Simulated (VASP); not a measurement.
Runs of VASP 6.6.1 on YP. The cell holds a sheet with vacuum, 2 atoms: a = 4.634 Å, b = 4.634 Å, c = 15.000 Å, α = 90.00°, β = 90.00°, γ = 90.00°. The cell was built by a generator and needn't be a form met in nature.

```tsv
cell	k mesh	mesh quality	gap on the mesh (eV)	work function (eV)
P4mm, 161.03 Å³/atom	4 × 4 × 1	not flagged	(a)	-
P4/mmm, 175.86 Å³/atom	14 × 14 × 1	not flagged	none	3.23
P4mm, 175.32 Å³/atom	4 × 4 × 1	coarse	none	3.21
P4mm, 175.32 Å³/atom	14 × 14 × 1	not flagged	none	3.21
```

Alike in all rows: task single point; level PBE; potentials or basis VASP PAW PBE potentials, release 64 (Y_sv, P); no spin polarisation; cutoff (eV) 520; smearing gaussian 0.1 eV.

Fill in the values left out.

(a) 0.27.

Caveats: some runs use coarse meshes.

A k mesh can miss the band edges, and the runs leave out spin-orbit coupling on Y.

A gap of «none» marks a metal or a gap under the smearing width.
